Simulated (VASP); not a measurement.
Crystal: Be3ZnSe4.

```
Be Zn Se
1.0
     5.57518    0.00000    0.00000
     0.00000    5.57518    0.00000
     0.00000    0.00000    5.57518
Be Zn Se
3 1 4
Direct
  0.00000 0.50000 0.50000
  0.50000 0.00000 0.50000
  0.50000 0.50000 0.00000
  0.50000 0.50000 0.50000
  0.00000 0.00000 0.00000
  0.50000 0.00000 0.00000
  0.00000 0.50000 0.00000
  0.00000 0.00000 0.50000
```

The cell was built by a generator and needn't be a form met in nature.

```yaml
Program: VASP 6.6.1
Task: relaxation of cell and atoms
Functional: PBE
Potentials_or_basis: VASP PAW PBE potentials, release 64 (Be, Zn, Se)
Cutoff: 520 eV
k_mesh: 3 × 3 × 3
Occupations: gaussian, width 0.15 eV
Spin: no spin polarisation
```

At the start: pressure -8.0 GPa; volume 21.66 Å³/atom.

Q: How do energy, volume and symmetry change on relaxing?

A: Over 4 steps the energy falls by 129.4 meV/atom and the volume is 17.51 Å³/atom (-19.2 %); space group Pm-3m (No. 221, to 0.05 Å).

The path:
| step | energy change (eV) | largest force (eV/Å) | pressure (GPa) | volume (Å³) |
| --- | --- | --- | --- | --- |
| 1 | 0.0000 | 0.0000 | -7.97 | 173.29 |
| 2 | -0.9518 | 0.0000 | -3.41 | 147.65 |
| 3 | -1.0279 | 0.0000 | 1.24 | 137.59 |
| 4 | -1.0355 | 0.0000 | -0.45 | 140.09 |

Final structure:
```
Be Zn Se
1.0
     5.19362    0.00000    0.00000
     0.00000    5.19362    0.00000
     0.00000    0.00000    5.19362
Be Zn Se
3 1 4
Direct
  0.00000 0.50000 0.50000
  0.50000 0.00000 0.50000
  0.50000 0.50000 0.00000
  0.50000 0.50000 0.50000
  0.00000 0.00000 0.00000
  0.50000 0.00000 0.00000
  0.00000 0.50000 0.00000
  0.00000 0.00000 0.50000
```

Caveat: the k mesh is coarse (spacing up to 0.38 Å⁻¹), so the values aren't converged; the volume moved by over 15 % at a fixed basis, so the end points are rough.
